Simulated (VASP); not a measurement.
Consider the following.

```
CELL_PARAMETERS angstrom
      4.63854     0.00000     0.00000
      0.00000     4.63854     0.00000
      0.00000     0.00000     3.38680
ATOMIC_POSITIONS crystal
  Pb 0.00000 0.00000 0.00000
  Pb 0.50000 0.50000 0.50000
  O  0.30816 0.30816 0.00000
  O  0.80816 0.19184 0.50000
  O  0.19184 0.80816 0.50000
  O  0.69184 0.69184 0.00000
```

Computed with PBEsol GGA, VASP's PBE PAW potentials (set 64) (plane waves; VASP 6.6.1). Run with 620 eV cut-off, 7×7×9 Γ-centred mesh, first-order Methfessel-Paxton smearing of 0.10 eV, potentials Pb_d O.

Energy and stress use the plane-wave basis of the starting cell.

Task: The ions, cell shape and volume at an external pressure of 45.0 GPa are relaxed. What does this cell relax into?

Result: 
```
CELL_PARAMETERS angstrom
      4.51757     0.00000     0.00000
      0.00000     4.51757     0.00000
      0.00000     0.00000     3.39239
ATOMIC_POSITIONS crystal
  Pb 0.00000 0.00000 0.00000
  Pb 0.50000 0.50000 0.50000
  O  0.30971 0.30971 0.00000
  O  0.80971 0.19029 0.50000
  O  0.19029 0.80971 0.50000
  O  0.69029 0.69029 0.00000
```
Space group P4_2/mnm (136), at a tolerance of 0.03 Å.

Task: How do energy and volume change from the first to the last step?

Result: The energy (σ→0) changes by +140.6 meV/atom and the volume by -5.0 %, in 11 ionic steps.

```json
[
 {"step": "1", "E(σ→0) (eV)": "-33.0623", "max force (eV/Å)": "0.009", "pressure (GPa)": "30.00", "volume (Å³)": "72.87"},
 {"step": "2", "E(σ→0) (eV)": "-28.8310", "max force (eV/Å)": "0.029", "pressure (GPa)": "99.26", "volume (Å³)": "61.52"},
 {"step": "3", "E(σ→0) (eV)": "-32.3145", "max force (eV/Å)": "0.017", "pressure (GPa)": "44.30", "volume (Å³)": "69.62"},
 {"step": "4", "E(σ→0) (eV)": "-32.2804", "max force (eV/Å)": "0.018", "pressure (GPa)": "44.90", "volume (Å³)": "69.50"},
 {"step": "5", "E(σ→0) (eV)": "-32.2618", "max force (eV/Å)": "0.018", "pressure (GPa)": "45.22", "volume (Å³)": "69.43"},
 {"step": "6", "E(σ→0) (eV)": "-32.2431", "max force (eV/Å)": "0.113", "pressure (GPa)": "45.27", "volume (Å³)": "69.34"},
 {"step": "7", "E(σ→0) (eV)": "-32.2252", "max force (eV/Å)": "0.211", "pressure (GPa)": "45.32", "volume (Å³)": "69.27"},
 {"step": "8", "E(σ→0) (eV)": "-32.2540", "max force (eV/Å)": "0.101", "pressure (GPa)": "44.61", "volume (Å³)": "69.36"},
 {"step": "9", "E(σ→0) (eV)": "-32.2702", "max force (eV/Å)": "0.030", "pressure (GPa)": "44.13", "volume (Å³)": "69.42"},
 {"step": "10", "E(σ→0) (eV)": "-32.1572", "max force (eV/Å)": "0.054", "pressure (GPa)": "46.03", "volume (Å³)": "69.02"},
 {"step": "11", "E(σ→0) (eV)": "-32.2188", "max force (eV/Å)": "0.009", "pressure (GPa)": "44.99", "volume (Å³)": "69.23"}
]
```

The compound is PbO2 in the rutile structure. This run relaxes it under an external pressure of 45 GPa. Symmetry was kept, so distortions that lower it aren't found.
